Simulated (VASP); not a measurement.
# CdAg (R-3m) in VASP: single point with LDA

Aim: the single point of CdAg with LDA.

Everything below comes from runs of VASP 6.6.1. Logs are shortened: lines on timing, memory, paths and dates and some standing lists are left out, and cuts for length are marked.

**1. Starting point**

It takes space group R-3m (No. 166, trigonal). Conventional cell: a = 3.021 Å, b = 3.021 Å, c = 14.350 Å, α = 90.00°, β = 90.00°, γ = 120.00°. Cd (site symmetry -3m) is surrounded by 6 Ag at 2.96 Å and 6 Cd at 3.02 Å. Around Ag (site symmetry -3m) lie 6 Cd at 2.96 Å and 6 Ag at 3.02 Å.

The cell comes from a database or a generator and needn't be the stable form of this composition.

**2. Single point, LDA**

File INCAR:

```
SYSTEM = CdAg
ALGO     = Normal         ! electronic algorithm
EDIFF    = 1E-6           ! SCF threshold, eV
ENCUT    = 520            ! plane-wave cutoff, eV
ISIF     = 2              ! what is computed and relaxed
ISMEAR   = 0              ! smearing method
LASPH    = .True.         ! aspherical terms in the spheres
LCHARG   = .True.         ! write CHGCAR
LELF     = .True.         ! ELF
LREAL    = .False.        ! projectors in reciprocal space
LVHAR    = .True.       
LWAVE    = .False.        ! write WAVECAR
NBANDS   = 18             ! bands
NELM     = 100            ! most SCF steps
PREC     = Accurate       ! precision mode
SIGMA    = 0.1            ! smearing width, eV
```

File KPOINTS:

```
k-points
0
Gamma
  9 9 9
  0 0 0
```

File POSCAR:

```
CdAg
1.0
    1.5107047226      0.8722057783      4.7833891744
   -1.5107047226      0.8722057783      4.7833891744
    0.0000000000     -1.7444115566      4.7833891744
Cd Ag
1 1
Direct
    0.5000000000      0.5000000000      0.5000000000
    0.0000000000      0.0000000000      0.0000000000
```

Potentials or basis: VASP PAW LDA potentials, release 64 (Cd, Ag).

Run with:

```sh
cat potpaw_LDA.64/Cd/POTCAR potpaw_LDA.64/Ag/POTCAR > POTCAR
mpirun -np 1 vasp_std > vasp.out
```

OUTCAR:

```text
SYSTEM = CdAg
   EDIFF = 1E-6
   ENCUT = 520
   ISIF = 2
   ISMEAR = 0
   LASPH = .True.
   LREAL = .False.
   NELM = 100
   PREC = Accurate

 ion  position               nearest neighbor table
   1  0.500  0.500  0.500-   2 2.96   2 2.96   2 2.96   2 2.96   2 2.96   2 2.96
   2  0.000  0.000  0.000-   1 2.96   1 2.96   1 2.96   1 2.96   1 2.96   1 2.96

  LATTYP: Found a trigonal (rhomboedric) cell.
 ALAT       =     5.0915404027
 COS(alpha) =     0.8239278041

  Lattice vectors:

 A1 = (   1.5107047226,   0.8722057783,   4.7833891744)
 A2 = (  -1.5107047226,   0.8722057783,   4.7833891744)
 A3 = (   0.0000000000,  -1.7444115566,   4.7833891744)

Analysis of symmetry for initial positions (statically):
=====================================================================
 Subroutine PRICEL returns:
 Original cell was already a primitive cell.

 Routine SETGRP: Setting up the symmetry group for a
 trigonal (rhombohedral) supercell.

 Subroutine GETGRP returns: Found 12 space group operations
 (whereof 12 operations were pure point group operations)
 out of a pool of 12 trial point group operations.

The static configuration has the point symmetry D_3d.

Analysis of symmetry for dynamics (positions and initial velocities):
=====================================================================
 Subroutine PRICEL returns:
 Original cell was already a primitive cell.

 Routine SETGRP: Setting up the symmetry group for a
 trigonal (rhombohedral) supercell.

 Subroutine GETGRP returns: Found 12 space group operations
 (whereof 12 operations were pure point group operations)
 out of a pool of 12 trial point group operations.

The dynamic configuration has the point symmetry D_3d.

 Subroutine INISYM returns: Found 12 space group operations
 (whereof 12 operations are pure point group operations),
 and found     1 'primitive' translations

----------------------------------------------------------------------------------------

                                     Primitive cell

  volume of cell :      37.8169

  direct lattice vectors                    reciprocal lattice vectors
     1.510704723  0.872205778  4.783389174     0.330971362  0.191086405  0.069685598
    -1.510704723  0.872205778  4.783389174    -0.330971362  0.191086405  0.069685598
     0.000000000 -1.744411557  4.783389174     0.000000000 -0.382172810  0.069685598

  length of vectors
     5.091540403  5.091540403  5.091540403     0.388474117  0.388474117  0.388474117

  position of ions in fractional coordinates (direct lattice)
     0.500000000  0.500000000  0.500000000
     0.000000000  0.000000000  0.000000000

  ion indices of the primitive-cell ions
   primitive index   ion index
                 1           1
                 2           2

----------------------------------------------------------------------------------------

 KPOINTS: k-points

Automatic generation of k-mesh.
 Grid dimensions read from file:
 generate k-points for:    9    9    9

 Generating k-lattice:

  Cartesian coordinates                     Fractional coordinates (reciprocal lattice)
     0.036774596  0.021231823  0.007742844     0.111111111 -0.000000000 -0.000000000
    -0.036774596  0.021231823  0.007742844    -0.000000000  0.111111111 -0.000000000
     0.000000000 -0.042463646  0.007742844    -0.000000000 -0.000000000  0.111111111

  Length of vectors
     0.043163791  0.043163791  0.043163791

  Shift w.r.t. Gamma in fractional coordinates (k-lattice)
     0.000000000  0.000000000  0.000000000

 Subroutine IBZKPT returns following result:
 ===========================================

 Found     85 irreducible k-points:

 Following reciprocal coordinates:
            Coordinates               Weight
  0.000000  0.000000  0.000000      1.000000
  0.111111  0.000000 -0.000000      6.000000
  0.222222  0.000000  0.000000      6.000000
  0.333333  0.000000  0.000000      6.000000
  0.444444  0.000000  0.000000      6.000000
  0.111111  0.111111  0.000000      6.000000
[... 16 lines left out ...]
 -0.333333  0.333333  0.000000      6.000000
  0.444444  0.444444  0.000000      6.000000
 [... further k-points ...]
   k-points           NKPTS =     85   k-points in BZ     NKDIM =     85   number of bands    NBANDS=     18
   number of dos      NEDOS =    301   number of ions     NIONS =      2
   total plane-waves  NPLWV =  64000
   dimension x,y,z NGX =    40 NGY =   40 NGZ =   40
   dimension x,y,z NGXF=    80 NGYF=   80 NGZF=   80
   ions per type =               1   1
   NGX,Y,Z   is equivalent  to a cutoff of  13.06, 13.06, 13.06 a.u.
   NGXF,Y,Z  is equivalent  to a cutoff of  26.12, 26.12, 26.12 a.u.
 SYSTEM =  CdAg
   PREC   = accura    normal or accurate (medium, high low for compatibility)
   ISTART =      0    job   : 0-new  1-cont  2-samecut
   ICHARG =      2    charge: 1-file 2-atom 10-const
   ISPIN  =      1    spin polarized calculation?
   LNONCOLLINEAR =      F non collinear calculations
   LSORBIT =      F    spin-orbit coupling
   LASPH  =      T    aspherical Exc in radial PAW
   ENCUT  =  520.0 eV  38.22 Ry    6.18 a.u.   9.47  9.47  9.47*2*pi/ulx,y,z
   NELM   =    100;   NELMIN=  2; NELMDL= -5     # of ELM steps
   EDIFF  = 0.1E-05   stopping-criterion for ELM
   LREAL  =      F    real-space projection
   EDIFFG = 0.1E-04   stopping-criterion for IOM
   NSW    =      0    number of steps for IOM
   IBRION =     -1    ionic relax: 0-MD 1-quasi-New 2-CG
   NFREE  =      0    steps in history (QN), initial steepest desc. (CG)
   ISIF   =      2    stress and relaxation
   ISYM   =      2    0-nonsym 1-usesym 2-fastsym
   POTIM  = 0.5000    time-step for ionic-motion
   TEBEG  =    0.0;   TEEND  =   0.0 temperature during run
   PSTRESS=    0.0 pullay stress
   NELECT =      23.0000    total number of electrons
   NUPDOWN=      -1.0000    fix difference up-down
   EMIN   =  10.00;   EMAX   =-10.00  energy-range for DOS
   EFERMI =   0.00;   METHOD = LEGACY
   ISMEAR =     0;   SIGMA  =   0.10  broadening in eV -4-tet -1-fermi 0-gaus
   EFERMI_NEDOS =   21; number of points for ismear=-14 and -15
   IALGO  =     38    algorithm
   IMIX   =      4    mixing-type and parameters
     AMIX     =   0.40;   BMIX     =  1.00
     AMIX_MAG =   1.60;   BMIX_MAG =  1.00
  volume/ion in A,a.u.               =      18.91       127.60
  Fermi-wavevector in a.u.,A,eV,Ry     =   1.387040  2.621125 26.175970  1.923880
  Thomas-Fermi vector in A             =   2.511299
   LORBIT       =      0    0 simple, 1 ext, 2 COOP (PROOUT), +10 PAW based schemes
   GGA     = CA    functional components
   LHFCALC =     F    Hartree Fock is set to
   AEXX    =    0.0000 exact exchange contribution
   IVDW    =     0    specifies the selected vdW correction
   LEPSILON=     F    determine dielectric tensor
   LRPA    =     F    only Hartree local field effects (RPA)
 non-spin polarized calculation
 Gauss-broadening in eV      SIGMA  =   0.10
  energy-cutoff  :      520.00
  volume of cell :       37.82
 maximum number of plane-waves:      1035
 NGX is ok and might be reduce to    40
   NGX = 19   NGY = 19   NGZ = 19

 number of electron      22.9999997 magnetization

 Free energy of the ion-electron system (eV)
  ---------------------------------------------------
  ext. energy  EPLUGINS =         0.00000000
  ---------------------------------------------------
  free energy    TOTEN  =        -5.37546358 eV

  energy without entropy =       -5.37374235  energy(sigma->0) =       -5.37460296

 E-fermi :   5.4198     XC(G=0): -12.0517

 val. band max:        5.3932634338   @ k =   0.4444   0.4444   0.0000
 cond. band min:       5.4565356417   @ k =   0.2222   0.0000   0.0000
 fundamental gap:      0.0632722079
 Fermi energy:         5.4197843892

 k-point     1 :       0.0000    0.0000    0.0000
  band No.  band energies     occupation
      1      -4.2453      2.00000
      2      -3.7637      2.00000
      3      -3.7637      2.00000
      4      -3.3309      2.00000
      5      -3.1997      2.00000
      6      -3.1997      2.00000
[... 10 lines left out ...]
     17      20.3145      0.00000
     18      22.5892      0.00000

 k-point     2 :       0.1111    0.0000   -0.0000
  band No.  band energies     occupation
      1      -4.1299      2.00000
      2      -3.8036      2.00000
      3      -3.6590      2.00000
      4      -3.3020      2.00000
      5      -3.2118      2.00000
      6      -3.0509      2.00000
[... 10 lines left out ...]
     17      19.6800      0.00000
     18      20.9612      0.00000

 k-point     3 :       0.2222    0.0000    0.0000
  band No.  band energies     occupation
      1      -4.0907      2.00000
      2      -3.7186      2.00000
      3      -3.5409      2.00000
      4      -3.3860      2.00000
      5      -3.2401      2.00000
      6      -2.1679      2.00000
[... 10 lines left out ...]
     17      19.0934      0.00000
     18      19.7145      0.00000

 k-point     4 :       0.3333    0.0000    0.0000
  band No.  band energies     occupation
      1      -4.2513      2.00000
      2      -3.7851      2.00000
      3      -3.4693      2.00000
      4      -3.2846      2.00000
      5      -3.0416      2.00000
      6      -0.9059      2.00000
[... 10 lines left out ...]
     17      17.9793      0.00000
     18      18.6537      0.00000

 k-point     5 :       0.4444    0.0000    0.0000
  band No.  band energies     occupation
      1      -4.3669      2.00000
      2      -3.9299      2.00000
      3      -3.3088      2.00000
      4      -3.3067      2.00000
      5      -2.8089      2.00000
      6      -0.5215      2.00000
[... 10 lines left out ...]
     17      15.8334      0.00000
     18      16.9287      0.00000

 k-point     6 :       0.1111    0.1111    0.0000
  band No.  band energies     occupation
      1      -4.1302      2.00000
      2      -3.8052      2.00000
      3      -3.6583      2.00000
      4      -3.3077      2.00000
      5      -3.2173      2.00000
      6      -3.0050      2.00000
[... 10 lines left out ...]
     17      19.3335      0.00000
     18      21.0689      0.00000

 k-point     7 :       0.2222    0.1111    0.0000
  band No.  band energies     occupation
      1      -3.9665      2.00000
      2      -3.8789      2.00000
      3      -3.5003      2.00000
      4      -3.4598      2.00000
      5      -3.2475      2.00000
      6      -2.3682      2.00000
[... 10 lines left out ...]
     17      18.9579      0.00000
     18      20.8844      0.00000

 k-point     8 :       0.3333    0.1111   -0.0000
  band No.  band energies     occupation
      1      -4.0526      2.00000
      2      -3.7008      2.00000
      3      -3.6650      2.00000
      4      -3.3237      2.00000
      5      -3.2198      2.00000
      6      -1.2050      2.00000
[... 10 lines left out ...]
     17      16.0472      0.00000
     18      20.4437      0.00000
[... 229 lines left out ...]
     17      13.3318      0.00000
     18      21.2966      0.00000

 k-point    20 :       0.3333    0.3333    0.0000
  band No.  band energies     occupation
      1      -4.2905      2.00000
      2      -3.8994      2.00000
      3      -3.5399      2.00000
      4      -3.3392      2.00000
      5      -3.0373      2.00000
      6      -0.7103      2.00000
[... 10 lines left out ...]
     17      18.9122      0.00000
     18      20.1848      0.00000

 k-point    21 :       0.4444    0.3333    0.0000
  band No.  band energies     occupation
      1      -4.2529      2.00000
      2      -3.9828      2.00000
      3      -3.5004      2.00000
      4      -3.4132      2.00000
      5      -3.0116      2.00000
      6      -0.2430      2.00000
[... 10 lines left out ...]
     17      18.1884      0.00000
     18      19.7901      0.00000

 k-point    22 :      -0.4444    0.3333    0.0000
  band No.  band energies     occupation
      1      -4.0325      2.00000
      2      -3.9033      2.00000
      3      -3.5700      2.00000
      4      -3.4653      2.00000
      5      -3.2123      2.00000
      6       0.1009      2.00000
[... 10 lines left out ...]
     17      15.6548      0.00000
     18      16.7003      0.00000

 k-point    23 :      -0.3333    0.3333    0.0000
  band No.  band energies     occupation
      1      -3.8279      2.00000
      2      -3.7339      2.00000
      3      -3.5931      2.00000
      4      -3.5709      2.00000
      5      -3.4084      2.00000
      6       0.3423      2.00000
[... 10 lines left out ...]
     17      13.8327      0.00000
     18      17.2486      0.00000

 k-point    24 :       0.4444    0.4444    0.0000
  band No.  band energies     occupation
      1      -4.4252      2.00000
      2      -4.0963      2.00000
      3      -3.4728      2.00000
      4      -3.3812      2.00000
      5      -2.8095      2.00000
      6      -0.3520      2.00000
[... 10 lines left out ...]
     17      18.8896      0.00000
     18      19.6347      0.00000

 [... further k-points ...]

------------------------ aborting loop because EDIFF is reached ----------------------------------------

  FORCE on cell =-STRESS in cart. coord.  units (eV):
  Direction    XX          YY          ZZ          XY          YZ          ZX
  --------------------------------------------------------------------------------------
  -------------------------------------------------------------------------------------
  Total       -1.5606002     -1.5606002     -1.5925170      0.0000000     -0.0000000     -0.0000000
  in kB      -66.1175442    -66.1175442    -67.4697590      0.0000000     -0.0000000     -0.0000000
  external PRESSURE =     -66.5682824 kB  Pullay stress =       0.0000000 kB

 VOLUME and BASIS-vectors are now :
 -----------------------------------------------------------------------------
  energy-cutoff  :      520.00
  volume of cell :       37.82
      direct lattice vectors                 reciprocal lattice vectors
     1.510704723  0.872205778  4.783389174     0.330971362  0.191086405  0.069685598
    -1.510704723  0.872205778  4.783389174    -0.330971362  0.191086405  0.069685598
     0.000000000 -1.744411557  4.783389174     0.000000000 -0.382172810  0.069685598

 POSITION                                       TOTAL-FORCE (eV/Angst)
 -----------------------------------------------------------------------------------
      0.00000      0.00000      7.17508         0.000000     -0.000000      0.000000
      0.00000      0.00000      0.00000        -0.000000      0.000000     -0.000000
 -----------------------------------------------------------------------------------
    total drift:                               -0.000000      0.000000     -0.000000

  FREE ENERGIE OF THE ION-ELECTRON SYSTEM (eV)
  ---------------------------------------------------
  free  energy   TOTEN  =        -5.3754635788 eV

  energy  without entropy=       -5.3737423501  energy(sigma->0) =       -5.37460296
```

It took 52 s on 1 thread of Intel Xeon Platinum 8559C (Emerald Rapids), shared host; peak memory 0.23 GiB.

What came out:

| Property | Result |
| --- | --- |
| Free energy | -5.3755 eV |
| Pressure | -6.7 GPa |
| Band gap on the k mesh | none (metal or under the smearing width) |

Stress tensor (GPa, compression positive):
```
-6.61  0.00  0.00
 0.00 -6.61  0.00
 0.00  0.00 -6.75
```
